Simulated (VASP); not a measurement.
A VASP calculation is set up with these files.

KPOINTS:
```
Automatic mesh
0
gamma
 5 5 3
0 0 0
```

### INCAR
```
! general
SYSTEM         =  AsIr2
PREC           =  Accurate
ENCUT          =  300
LREAL          =  .FALSE.
LASPH          =  .TRUE.

! electronic loop
EDIFF          =  1E-6
NELM           =  100
ALGO           =  Normal
LMAXMIX        =  6

! smearing
ISMEAR         =  0
SIGMA          =  0.05

! functional
GGA            =  PE
GGA_COMPAT     =  .FALSE.

! spin
MAGMOM         =  18*0.0
LSORBIT        =  .TRUE.
LNONCOLLINEAR  =  .TRUE.

! ions
ISIF           =  2

! output
LWAVE          =  .FALSE.
LCHARG         =  .FALSE.
LORBIT         =  11
```

**POSCAR**
```
AsIr2
5.9337660
  0.6553740070   0.0000000000   0.0000000000
  0.0000000000   0.6553740070   0.0000000000
  0.0000000000   0.0000000000   1.0000000000
Ir As
4 2
direct
  0.0000000000   0.0000000000   0.0000000000
  0.5000000000   0.5000000000   0.0000000000
  0.5000000000   0.0000000000   0.2700000000
  0.0000000000   0.5000000000   0.7300000000
  0.5000000000   0.0000000000   0.7000000000
  0.0000000000   0.5000000000   0.3000000000
```

POTCAR, in this order: Ir As (PBE.64 set). Program: vasp_ncl.

### Question
Write an equivalent input for Quantum ESPRESSO's pw.x.

### Answer
One equivalent input (not run):
```
&CONTROL
  calculation = 'scf'
  pseudo_dir = './pseudo'
  outdir = './out'
  tprnfor = .true.
  tstress = .true.
/
&SYSTEM
  ibrav = 0
  nat = 6
  ntyp = 2
  ecutwfc = 84
  occupations = 'smearing'
  smearing = 'gaussian'
  degauss = 0.003675
  input_dft = 'pbe'
  noncolin = .true.
  lspinorb = .true.
/
&ELECTRONS
  conv_thr = 7.3e-08
  electron_maxstep = 100
/
ATOMIC_SPECIES
  Ir 192.217 Ir.upf
  As 74.922 As.upf
CELL_PARAMETERS angstrom
     3.8888360    0.0000000    0.0000000
     0.0000000    3.8888360    0.0000000
     0.0000000    0.0000000    5.9337660
ATOMIC_POSITIONS crystal
  Ir   0.0000000  0.0000000  0.0000000
  Ir   0.5000000  0.5000000  0.0000000
  Ir   0.5000000  0.0000000  0.2700000
  Ir   0.0000000  0.5000000  0.7300000
  As   0.5000000  0.0000000  0.7000000
  As   0.0000000  0.5000000  0.3000000
K_POINTS automatic
  5 5 3 0 0 0
```
What does not carry over: the potentials are each code's own (VASP's PAW set, PseudoDojo norm-conserving files, fully relativistic, in pw.x), so ENCUT and ecutwfc are chosen apart and not converted; conv_thr bounds pw.x's estimated SCF error, while EDIFF bounds the energy change between steps.

The structure was generated: AsIr2 was put into an ordered model structure, which need not be its known phase. The cell was not relaxed at this level. The k-mesh is coarse (spacing up to 0.35 per Å, 2π included), so the numbers may not be converged in it. The run is one of a series of settings (GGA_COMPAT = .FALSE., LNONCOLLINEAR = .TRUE., LSORBIT = .TRUE., MAGMOM = 0.0 0.0 0.0 0.0 0.0 0.0 0.0 0.0 0.0 0.0 0.0 0.0 0.0 0.0 0.0 0.0 0.0 0.0, program vasp_ncl against the base run), some of them coarse on purpose.
